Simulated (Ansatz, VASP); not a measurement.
**Cu in two plane-wave programs**

Aim: how closely do two programs agree when they are given the same cell, functional and k mesh? Of the first pair: The structure shown is the start of the Ansatz relaxation below; VASP solves that cell, so the two are compared at the walk's first step.

Main program and level: Ansatz 0.2.0; plane waves, with VASP 6.6.1 beside it; single point at PBEsol.

**1. The starting structure**

The cell holds 5 atoms: 5 Cu. Cell: a = 2.556 Å, b = 2.556 Å, c = 22.348 Å, α = 90.0°, β = 90.0°, γ = 60.0°. It derives from Cu. As first built, before any earlier steps moved the atoms (in the runner's words): stoichiometric True; symmetric True; series ['metal Cu111', 5, 'layers']. Vacuum lies along c.

**2. Ansatz: relaxation, PBEsol**

Ansatz runs on its PAW soft_1 files.

The two programs are compared at the cell with which this relaxation starts, whose forces are those of its first step.

input.yaml

```yaml
crystal:
  lattice:
    - [2.556191014, 0.0, 0.0]
    - [1.278095507, 2.213726355, 0.0]
    - [0.0, 0.0, 22.3484848925]
  atoms:
    - { symbol: Cu, position: [0.0, 0.0, 0.686779662] }
    - { symbol: Cu, position: [0.666666667, 0.666666667, 0.593389831] }
    - { symbol: Cu, position: [0.333333333, 0.333333333, 0.5] }
    - { symbol: Cu, position: [0.0, 0.0, 0.406610169] }
    - { symbol: Cu, position: [0.666666667, 0.666666667, 0.313220338] }
kpoints:
  mp_grid: { grid: [12, 12, 1] }
scf:
  occupations: { method: fermi_dirac, width: 0.05 }
  n_extra_bands: 8
hamiltonian:
  xc: pbesol
  pseudopotentials: { kind: paw, azcp: { folder: soft_1 }, xc_functional: pbe }
output:
  forces: true
  write_potential: true
  volumetric_format: []
relax:
  f_tol: 0.03
  max_steps: 45
  constraints: [{ sites: [2] }]
```

Run with:

```
$ ansatz run input.yaml --threads 4 --pin off --max-ram 11264MiB --backend cpu --events-out ev --progress --plain --runs-dir out
```

Numbers of over 12 decimals in the logs are rounded to 6 here.

What it wrote:

```text
scf.n_extra_bands = 8 over 48 filled bands (N_el = 95.0): the run solves 56 bands
Engine: ansatz 0.2.0, aarch64-unknown-linux-gnu
Pseudopotentials: kind: paw
Pseudopotential: Cu, paw, valence charge 19, recommended cutoff 420 eV (normal), soft_1/Cu.paw.azcp
Functional definition: PBEsol
  exchange = pbesol_x
  correlation = pbesol_c
Crystal: 5 atoms, lattice volume = 126.464 Å³
Basis set: ecut = 420 eV, 2529 PW (Γ), exchange–correlation on 36×36×300 points (8 copies of the dense FFT grid, shifted against one another)
Bands: 56, of which v1, the nominal top of the filled ones, is band 48 counted from 1 (47 counted from 0)
Symmetry: 12 space group operations
Space group: P-3m1 (ITA 164), of the structure as read, at distance tolerance 5.0e-5 Å
k-points: 19 of 144
Non-local potential: Cu, projectors of the file, l = 0: 3, l = 1: 2, l = 2: 3, l = 3: 1
PAW form: soft (Blöchl's): semilocal exchange-correlation on the pseudo side does not see the compensation charge
PAW frozen core: Cu, regenerated for the run's functional, and the local potential with it (the file was generated under x = pbe(κ = 0.804, μ = 0.219515), c = pbe(β = 0.066725))
PAW one-centre angular grid: Cu, 590 points (default); XC on 64 Gauss nodes
Initial density: superposition of atomic densities (neutral atoms: chi_scale 0, normalization atom)
Initial wavefunctions: pseudopotential atomic-orbital guess
Functional: x = pbesol(κ = 0.804, μ = 0.123457), c = pbesol(β = 0.046)
SCF iter   1: F=—  HF=-32947.699760 eV  |F-HF|=—  |Δ(HF+E_count)|=         —  Δρ=1.94e-1  dr2=2.85e1  ethr=3.10e-3  ⟨swp⟩=8.1  Hψ=4382  notcnv=0  defer=6
preconditioner: auto → LDOS  [metal: Δε(μ)=0.009 eV  Ē_g=7.297 eV  σ=0.050 eV  W_gap=0.05  n_scr=18 (ndim 8)  ℏωp=24.5 eV  f_vac=0.498  D(μ)=3.20/eV (n_scr^D=14)  β→1.0]
SCF iter   2: F=—  HF=-32973.827223 eV  |F-HF|=—  |Δ(HF+E_count)|=    2.61e1  Δρ=3.65e-1  dr2=9.20e1  ethr=3.10e-3  ⟨swp⟩=4.0  Hψ=3617  notcnv=0  defer=45  recentre
SCF iter   3: F=—  HF=-32942.992701 eV  |F-HF|=—  |Δ(HF+E_count)|=    3.08e1  Δρ=4.40e-2  dr2=1.71e0  ethr=3.10e-3  ⟨swp⟩=4.0  Hψ=2925  notcnv=0  defer=49
SCF iter   4: F=—  HF=-32942.705160 eV  |F-HF|=—  |Δ(HF+E_count)|=   2.88e-1  Δρ=2.09e-2  dr2=3.33e-1  ethr=1.80e-3  ⟨swp⟩=2.2  Hψ=1851  notcnv=0  defer=43
SCF iter   5: F=—  HF=-32942.651716 eV  |F-HF|=—  |Δ(HF+E_count)|=   5.34e-2  Δρ=3.79e-3  dr2=2.38e-2  ethr=3.51e-4  ⟨swp⟩=2.1  Hψ=1749  notcnv=0  defer=44
SCF iter   6: F=—  HF=-32942.654636 eV  |F-HF|=—  |Δ(HF+E_count)|=   2.92e-3  Δρ=3.04e-3  dr2=7.20e-3  ethr=2.50e-5  ⟨swp⟩=2.1  Hψ=1688  notcnv=0  defer=44
SCF iter   7: F=—  HF=-32942.653744 eV  |F-HF|=—  |Δ(HF+E_count)|=   8.92e-4  Δρ=4.94e-4  dr2=2.46e-4  ethr=7.58e-6  ⟨swp⟩=2.0  Hψ=1562  notcnv=0  defer=44
SCF iter   8: F=—  HF=-32942.653967 eV  |F-HF|=—  |Δ(HF+E_count)|=   2.22e-4  Δρ=5.36e-4  dr2=2.05e-4  ethr=2.59e-7  ⟨swp⟩=3.4  Hψ=2192  notcnv=0  defer=44
SCF iter   9: F=—  HF=-32942.653966 eV  |F-HF|=—  |Δ(HF+E_count)|=   4.75e-7  Δρ=1.01e-4  dr2=9.67e-6  ethr=2.37e-8  ⟨swp⟩=11.0  Hψ=9986  notcnv=0
SCF iter  10: F=-32942.653966 eV  HF=-32942.653967 eV  |F-HF|=7.69e-7  |Δ(HF+E_count)|=   4.05e-7  Δρ=3.42e-5  dr2=1.50e-6  ethr=1.02e-8  ⟨swp⟩=11.0  Hψ=9397  notcnv=0
SCF 1 converged in 10 iterations: F = -32942.653966 eV  dr2 = 1.50e-6
  greatest PAW one-centre occupation: 1.000 electrons in one spin orbital (limit 2), on the Cu atom at site 4 (counted from 0), in its partial waves of l = 0
relax step   1: F+E_penalty+E_count = -32942.65396610 eV  Δ(F+E_penalty+E_count) = +0.000e0 eV  max|allowed force component| = 3.167e-1 eV/Å  Δτ_max = 0.0000 Å  (10 SCF iters, dr2 threshold 2.25e-5 eV, accepted)
[...]
relax step   3: F+E_penalty+E_count = -32942.70267230 eV  Δ(F+E_penalty+E_count) = -1.524e-2 eV  max|allowed force component| = 1.199e-2 eV/Å  Δτ_max = 0.0861 Å  (9 SCF iters, dr2 threshold 2.33e-6 eV, accepted)
[...]
relax step   4: F+E_penalty+E_count = -32942.70267277 eV  Δ(F+E_penalty+E_count) = -4.702e-7 eV  max|allowed force component| = 1.188e-2 eV/Å  Δτ_max = 0.0000 Å  (4 SCF iters, accepted)
NSCF: frozen V_eff on 19 k-points
the band table was solved once a step of the walk had ended and its energy, with any forces and stress, was formed, with the checks that follow a solve (5035 applications of the Hamiltonian). They found nothing against the state; the energy, forces and stress were not computed again (output.eigenvalues in the input reference)
WARN: The output density's exchange-correlation potential varies sharply where the density is thin. Do not read a vacuum level from v_tot or v_xc, or from such a field of the output density. On a cell that repeats whose density bears no net charge and no dipole along the vacuum's axis use v_es (v_loc + v_h of the components); under efield.dipole_correction with no amplitude use v_es + v_field, which holds any externa [...]
SCF converged after 4 iterations
Free energy (F): -32942.702673 eV
Harris-Foulkes:  -32942.702673 eV  (|F-HF|=1.79e-8)
Internal energy: -32942.686844 eV  (E = F + TS)
E sigma→0 (E₀):  -32942.694758 eV
Entropy (-TS):   -0.015829 eV (-3.166 meV/atom)
Fermi energy:    5.042817 eV
--- Per-component energies (eV) ---
  E_band       = -2899.313203
  E_kinetic    = 1311.040036
  E_local      = -188904.113261  (includes V_loc(G=0)·N_el)
  E_nonlocal   = 4459.373414
  E_hartree    = 92190.378677
  E_xc         = -342.090153
  E_vxc        = -443.314680  (∫ρ·V_xc dr)
  E_paw        = -8895.571049  (= ΣΔE_a)
  E_vpaw       = -3703.059328  (= ΣTr[D̂ρ^β])
  E_aug_tail   = 0.004662  (compensation charges beyond the density's cutoff)
  E_ewald      = 67237.259817
  E_core_change = 1.031013  (= ΣΔE_core)
  E_smearing   = -0.015829  (= −TS)
  E_closure    = 0.000000  (closes the sum)
  Σ components = -32942.702673   (vs F -32942.702673, Δ=0.00e0)
--- Forces (eV/Å), atoms counted from 1 ---
  atom   1  Cu     0.00000000     0.00000000     0.01188008
  atom   2  Cu     0.00000000     0.00000000     0.00554994
  atom   3  Cu    -0.00000000     0.00000000     0.00000000
  atom   4  Cu     0.00000000    -0.00000000    -0.00554994
  atom   5  Cu    -0.00000000    -0.00000000    -0.01188008
  max |Σ_I F_I| component: 3.76e-18 eV/Å
--- Band table (eV; the first three rows and the last of 19) ---
  k-point 0: bands = [... 44 lower, 3.0645, 3.3372, 3.3372, 3.4606, 3.4606, 4.0649, 4.8104, 9.3548, ... 4 higher]
  k-point 1: bands = [... 44 lower, 3.0690, 3.1277, 3.3391, 3.4326, 3.4660, 4.5320, 5.3887, 9.5423, ... 4 higher]
  k-point 2: bands = [... 44 lower, 3.0826, 3.1761, 3.3427, 3.4802, 3.9200, 5.3765, 6.5573, 10.0952, ... 4 higher]
  k-point 18: bands = [... 44 lower, 3.3829, 8.2586, 8.2586, 8.4431, 8.7365, 9.2829, 9.2829, 10.3507, ... 4 higher]
--- Relaxed structure (4 steps of the walk, 4 accepted, 0 SCFs on fresh bases) ---
  F+E_penalty+E_count = -32942.70267277 eV   max|allowed force component| = 1.188e-2 eV/Å
  atoms:
    - { symbol: Cu, position: [-3.307045322704461e-18, -1.1102230256591337e-18, 0.679990] }
    - { symbol: Cu, position: [0.666667, 0.666667, 0.590206] }
    - { symbol: Cu, position: [0.333333, 0.333333, 0.5] }
    - { symbol: Cu, position: [0, -1.1102230256591312e-18, 0.409794] }
    - { symbol: Cu, position: [0.666667, 0.666667, 0.320010] }
```

**3. VASP: single point, PBEsol, start cell, pair 1**

The same cell, functional, mesh and smearing now go to VASP, with its own data sets.

Lines of VASP's logs that name or quote its potential files are left out, and so is its time.

INCAR

```
SYSTEM = Cu
PREC = Accurate
ENCUT = 520
EDIFF = 1E-06
NELM = 120
ISMEAR = -1
SIGMA = 0.05
LREAL = .FALSE.
ALGO = Normal
GGA = PS
NBANDS = 34
LASPH = .TRUE.
LORBIT = 11
LWAVE = .FALSE.
LCHARG = .FALSE.
ISIF = 2
GGA_COMPAT = .FALSE.
KPAR = 2
```

POSCAR

```
Cu
1.0
    2.5561910140      0.0000000000      0.0000000000
    1.2780955070      2.2137263550      0.0000000000
    0.0000000000      0.0000000000     22.3484848925
Cu
5
Direct
    0.0000000917      0.0000000917      0.6867796664
    0.6666667583      0.6666667583      0.5933898456
    0.3333334250      0.3333334250      0.5000000024
    0.0000000917      0.0000000917      0.4066101592
    0.6666667583      0.6666667583      0.3132203384
```

KPOINTS

```
Automatic mesh
0
Gamma
12 12 1
0 0 0
```

The projector-augmented-wave data sets are Cu (PBE family, release 64).

Run with:

```
$ mpirun -np 2 vasp_std
```

What it wrote:

```text
[banner, memory and clock lines left out]
running    2 mpi-ranks, on    1 nodes
 distrk:  each k-point on    1 cores,    2 groups
 distr:  one band on    1 cores,    1 groups

 POSCAR found type information on POSCAR Cu
 POSCAR found :  1 types and       5 ions
|                                                                             |
|               ----> ADVICE to this user running VASP <----                  |
|                                                                             |
|     You enforced a specific xc type in the INCAR file but a different       |
|     [... a line on the potential file left out ...]
|     I HOPE YOU KNOW WHAT YOU ARE DOING!                                     |
|                                                                             |

 LDA part: xc-table for (Slater+PW92), standard interpolation
 POSCAR, INCAR and KPOINTS ok, starting setup
 FFT: planning ... GRIDC
 FFT: planning ... GRID_SOFT
 FFT: planning ... GRID
 WAVECAR not read
 entering main loop
       N       E                     dE             d eps       ncg     rms          rms(c)
DAV:   1     0.469558261479E+03    0.46956E+03   -0.24486E+04  1292   0.222E+03
DAV:   2     0.230494656495E+02   -0.44651E+03   -0.43458E+03  1292   0.416E+02
DAV:   3    -0.236187194204E+02   -0.46668E+02   -0.44344E+02  1356   0.192E+02
DAV:   4    -0.253359817984E+02   -0.17173E+01   -0.16877E+01  1494   0.442E+01
DAV:   5    -0.253771642974E+02   -0.41182E-01   -0.41166E-01  1480   0.586E+00    0.184E+01
DAV:   6    -0.228843739319E+02    0.24928E+01   -0.60444E+01  1460   0.141E+02    0.104E+01
DAV:   7    -0.203725268668E+02    0.25118E+01   -0.12284E+01  1554   0.616E+01    0.107E+00
DAV:   8    -0.203990422236E+02   -0.26515E-01   -0.85612E-01  1690   0.343E+01    0.188E+00
DAV:   9    -0.203583937296E+02    0.40648E-01   -0.24796E-01  1824   0.184E+01    0.110E+00
DAV:  10    -0.203408622710E+02    0.17531E-01   -0.74639E-02  1860   0.595E+00    0.308E-01
DAV:  11    -0.203399679417E+02    0.89433E-03   -0.22880E-02  1588   0.491E+00    0.256E-01
DAV:  12    -0.203386368226E+02    0.13311E-02   -0.86404E-03  1594   0.218E+00    0.778E-02
DAV:  13    -0.203384732763E+02    0.16355E-03   -0.10300E-03  1834   0.111E+00    0.632E-02
DAV:  14    -0.203384048880E+02    0.68388E-04   -0.78052E-04  1430   0.909E-01    0.401E-02
DAV:  15    -0.203383130151E+02    0.91873E-04   -0.22549E-04  1746   0.267E-01    0.891E-03
DAV:  16    -0.203382993461E+02    0.13669E-04   -0.23213E-05  1362   0.590E-02    0.517E-03
DAV:  17    -0.203383425809E+02   -0.43235E-04   -0.66648E-06  1282   0.435E-02    0.702E-03
DAV:  18    -0.203383909259E+02   -0.48345E-04   -0.13940E-05  1406   0.496E-02    0.413E-03
DAV:  19    -0.203384215873E+02   -0.30661E-04   -0.33206E-06  1008   0.349E-02    0.304E-03
DAV:  20    -0.203384380631E+02   -0.16476E-04   -0.13081E-06   912   0.297E-02    0.922E-04
DAV:  21    -0.203384503474E+02   -0.12284E-04   -0.98836E-07   896   0.953E-03    0.738E-04
DAV:  22    -0.203384511945E+02   -0.84711E-06   -0.16357E-07   892   0.754E-03
   1 F= -.20338451E+02 E0= -.20330206E+02  d E =-.164909E-01
```

OUTCAR, selected parts (step 3):

```text
ion  position               nearest neighbor table
   1  0.000  0.000  0.687-   2 2.56   2 2.56   2 2.56
   2  0.667  0.667  0.593-   1 2.56   1 2.56   1 2.56   3 2.56   3 2.56   3 2.56
   3  0.333  0.333  0.500-   4 2.56   2 2.56   2 2.56   4 2.56   2 2.56   4 2.56
   4  0.000  0.000  0.407-   5 2.56   5 2.56   5 2.56   3 2.56   3 2.56   3 2.56
   5  0.667  0.667  0.313-   4 2.56   4 2.56   4 2.56

  LATTYP: Found a hexagonal cell.
 ALAT       =     2.5561910140
 C/A-ratio  =     8.7428853206

 Subroutine GETGRP returns: Found 12 space group operations
 (whereof  6 operations were pure point group operations)

The static configuration has the point symmetry C_3v.
 The point group associated with its full space group is D_3d.

 Found     19 irreducible k-points:

   k-points           NKPTS =     19   k-points in BZ     NKDIM =     19   number of bands    NBANDS=     34

   dimension x,y,z NGX =    20 NGY =   20 NGZ =  168
   dimension x,y,z NGXF=    40 NGYF=   40 NGZF=  336

   ENCUT  =  520.0 eV  38.22 Ry    6.18 a.u.   4.75  4.75 41.55*2*pi/ulx,y,z

   NELECT =      55.0000    total number of electrons

 k-points in reciprocal lattice and weights: Automatic mesh
   0.00000000  0.00000000  0.00000000       0.007
   0.08333333  0.00000000  0.00000000       0.042
   0.16666667  0.00000000  0.00000000       0.042
   0.25000000  0.00000000  0.00000000       0.042
   0.33333333  0.00000000  0.00000000       0.042
   0.41666667  0.00000000  0.00000000       0.042
   0.50000000  0.00000000  0.00000000       0.021
   0.16666667  0.08333333  0.00000000       0.042
   0.25000000  0.08333333  0.00000000       0.083
[...]
-0.41666667  0.25000000  0.00000000       0.083
  -0.33333333  0.33333333  0.00000000       0.014

 average (electrostatic) potential at core
       1 -69.8067       2 -70.0404       3 -69.9742       4 -70.0404       5 -69.8068

 E-fermi :   0.8908

 k-point     1 :       0.0000    0.0000    0.0000
  band No.  band energies     occupation
    ...
     27      -0.7643      2.00000
     28      -0.6647      2.00000
     29      -0.6647      2.00000
     30      -0.0802      2.00000
     31       0.6151      1.99197
     32       5.1369      0.00000
     33       5.7113      0.00000
     34       6.1501      0.00000

 k-point     2 :       0.0833    0.0000    0.0000
  band No.  band energies     occupation
    ...
     26      -0.9705      2.00000
     27      -0.7645      2.00000
     28      -0.6626      2.00000
     29      -0.6608      2.00000
     30       0.3654      1.99995
     31       1.1805      0.00607
     32       5.3111      0.00000
     33       5.9196      0.00000
     34       6.3239      0.00000

 k-point     3 :       0.1667    0.0000    0.0000
  band No.  band energies     occupation
    ...
     25      -0.9769      2.00000
     26      -0.9118      2.00000
     27      -0.7664      2.00000
     28      -0.6509      2.00000
     29      -0.2149      2.00000
     30       1.1666      0.00802
     31       2.3269      0.00000
     32       5.8265      0.00000
     33       6.5444      0.00000
     34       6.8703      0.00000

  Total       -3.2715607     -3.2715607     -2.4907818     -0.0000000      0.0000000      0.0000000
  in kB      -41.4476809    -41.4476809    -31.5559267     -0.0000000      0.0000000      0.0000000
  external PRESSURE =     -38.1504295 kB  Pullay stress =       0.0000000 kB

  energy-cutoff  :      520.00
  volume of cell :      126.46
      direct lattice vectors                 reciprocal lattice vectors
     2.556191014  0.000000000  0.000000000     0.391207071 -0.225863508  0.000000000
     1.278095507  2.213726355  0.000000000     0.000000000  0.451727016  0.000000000
     0.000000000  0.000000000 22.348484893     0.000000000  0.000000000  0.044745763

 POSITION                                       TOTAL-FORCE (eV/Angst)
 -----------------------------------------------------------------------------------
      0.00000      0.00000     15.34848        -0.000000     -0.000000     -0.288629
      2.55619      1.47582     13.26136         0.000000     -0.000000     -0.007923
      1.27810      0.73791     11.17424        -0.000000     -0.000000      0.000000
      0.00000      0.00000      9.08712        -0.000000     -0.000000      0.007923
      2.55619      1.47582      7.00000         0.000000      0.000000      0.288629
 -----------------------------------------------------------------------------------
    total drift:                               -0.000219     -0.000127     -0.000037

  FREE ENERGIE OF THE ION-ELECTRON SYSTEM (eV)
  ---------------------------------------------------
  free  energy   TOTEN  =       -20.3384511945 eV

  energy  without entropy=      -20.3219602894  energy(sigma->0) =      -20.33020574

 total charge
# of ion       s       p       d       tot
------------------------------------------
    1        0.455   0.296   9.178   9.929
    2        0.445   0.379   9.174   9.998
    3        0.450   0.391   9.162  10.004
    4        0.445   0.379   9.174   9.998
    5        0.455   0.296   9.178   9.929
--------------------------------------------------
tot          2.250   1.741  45.865  49.856

[... 3 further parts left out ...]
```

This run has no spin polarisation. Its electron count is odd, so without a moment it is a metal by construction.

**4. Comparison**

Known differences besides the potentials themselves: the data sets hold 95 valence electrons in Ansatz (on its PAW soft_1 files) and 55 in VASP; the cutoff is 420 eV in Ansatz and 520 eV in VASP; Ansatz makes its cores anew for this functional, VASP keeps those of its PBE data sets. Total energies have different zeros and are not compared.

Forces (eV/Å; atoms numbered as in POSCAR):

```
atom        Ansatz x, y, z          VASP x, y, z
 Cu1  0.000, 0.000, -0.317  0.000, 0.000, -0.289
 Cu2  0.000, 0.000, -0.007  0.000, 0.000, -0.008
 Cu3   0.000, 0.000, 0.000   0.000, 0.000, 0.000
 Cu4   0.000, 0.000, 0.007   0.000, 0.000, 0.008
 Cu5   0.000, 0.000, 0.317   0.000, 0.000, 0.289
```

The forces differ by 10 meV/Å r.m.s., which is 9.8 % of the r.m.s. force of 0.105 eV/Å (both taken over all components). With vacuum in the cell, a pressure given here is an average over mostly empty space and none of the material.

[end of part 1 of 2]

[Lines on the potential files, build, host, timing and source positions are cut from VASP's logs without a mark.]

[Logs are printed without paths, hosts, clocks, repeated set-up lines and the standing remarks that a program may print on its own settings, such as how far it seeks lower states.]

[Hosts, paths, dates, database ids (printed as entryN), source tags and the programs' standing remarks are cut or masked in the printed files.]
